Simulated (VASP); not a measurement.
A run of VASP 6.6.1:

File INCAR:

```
PREC = Accurate
ENCUT = 520
EDIFF = 1E-6
ISMEAR = 0
SIGMA = 0.05
LREAL = Auto
LASPH = True
NELM = 100
ALGO = Fast
ISIF = 2
LWAVE = False
LCHARG = True
GGA = PE
LELF = True
LVHAR = True
NBANDS = 40
```

Contents of KPOINTS:

```
Automatic mesh
0
Gamma
  3 3 1
```

File POSCAR:

```
Li16Si
1.0
    6.9800000000      0.0000000000      0.0000000000
    3.4900000000      4.9356050000      0.0000000000
    0.0000000000      0.0000000000     19.4034080000
Li Si
16 1
Direct
   -0.2499999493      0.4999998987      0.0515372866
    0.2500000507      0.4999998987      0.0515372866
   -0.2500000000      1.0000000000      0.0515372866
    0.2500000000      1.0000000000      0.0515372866
    0.0415581160     -0.0306116474      0.1749411753
    0.5190475325     -0.0665681310      0.1741918224
    0.0394054997      0.4762935851      0.1734782879
    0.5273705599      0.4227015736      0.1632443125
   -0.2612161757      0.4923925233      0.2757933555
    0.3346653604      0.4159560986      0.3002534400
   -0.1981576153      0.9365060616      0.2928574712
    0.2202334077      0.9590698607      0.3351403527
   -0.0096133224     -0.0029994297      0.4709239222
    0.4712955110      0.1355817575      0.4351018130
   -0.0728570472      0.5232161002      0.4045487782
    0.5033575093      0.6201669299      0.4770843349
    0.7047553250      0.2941807539      0.3825594968
```

Potentials or basis: VASP PAW PBE potentials, release 64 (Li_sv, Si).

Launch:

```bash
$ cat potpaw_PBE.64/Li_sv/POTCAR potpaw_PBE.64/Si/POTCAR > POTCAR
$ mpirun -np 1 vasp_std > vasp.out
```

Hardware: 1 thread of Intel(R) Xeon(R) 6975P-C (Granite Rapids), on a shared host.

Q: Estimate the wall time of this run.

A: Run time: 10 min on 1 thread of Intel(R) Xeon(R) 6975P-C (Granite Rapids), on a shared host, peak memory 0.76 GiB. Counts: scf iterations 55, k points 5.
